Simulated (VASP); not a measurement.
A convergence study with VASP on HgTe (zinc blende): a few settings are varied, all else stays as given below, so the limit is that of these other settings. The cell's lengths are 1 % over those of the tabulated start and one atom is moved, so it is off equilibrium.

```
HgTe
1.0
    0.00000     3.26230     3.26230
    3.26230     0.00000     3.26230
    3.26230     3.26230     0.00000
Hg Te
1 1
Cartesian
  0.00000   0.00000   0.00000
  1.69175   1.63115   1.63115
```

Level of theory: PBEsol GGA, VASP's PBE PAW potentials (set 64) (plane waves; VASP). The last row used: LREAL = Auto, 600 eV cut-off, 6×6×6 Γ-centred mesh, Gaussian smearing of 0.050 eV, potentials Hg Te.

```tsv
setting	E (eV/atom)	pressure (GPa)	largest force (eV/Å)	plane waves
ENCUT = 300, LREAL = .FALSE., PREC = Normal	-2.1801	-0.30	0.203	869
ENCUT = 400, LREAL = .FALSE., PREC = Normal	-2.1792	-0.07	0.203	1283
ENCUT = 500, LREAL = .FALSE., PREC = Normal	-2.1791	-0.06	0.203	1807
ENCUT = 600, LREAL = .FALSE., PREC = Normal	-2.1791	-0.04	0.203	2332
ENCUT = 300, LREAL = .FALSE., PREC = Accurate	-2.1801	-0.30	0.203	869
ENCUT = 400, LREAL = .FALSE., PREC = Accurate	-2.1792	-0.07	0.203	1283
ENCUT = 500, LREAL = .FALSE., PREC = Accurate	-2.1791	-0.06	0.203	1807
ENCUT = 600, LREAL = .FALSE., PREC = Accurate	-2.1791	-0.04	0.203	2332
ENCUT = 300, LREAL = Auto, PREC = Normal	-2.1807	-0.30	0.207	869
ENCUT = 400, LREAL = Auto, PREC = Normal	-2.1793	-0.06	0.206	1283
ENCUT = 500, LREAL = Auto, PREC = Normal	-2.1801	-0.03	0.197	1807
ENCUT = 600, LREAL = Auto, PREC = Normal	-2.1797	0.03	0.205	2332
ENCUT = 300, LREAL = Auto, PREC = Accurate	-2.1807	-0.30	0.203	869
ENCUT = 400, LREAL = Auto, PREC = Accurate	-2.1796	-0.06	0.209	1283
ENCUT = 500, LREAL = Auto, PREC = Accurate	-2.1796	-0.06	0.203	1807
ENCUT = 600, LREAL = Auto, PREC = Accurate	-2.1794	-0.04	0.213	2332
```

Left out are rungs that failed or repeat a setting and relaxations that didn't move; long series are thinned to 24 rows.

The compound is HgTe in the zinc blende structure. The cell was not relaxed at this level, it is distorted from the ideal structure.
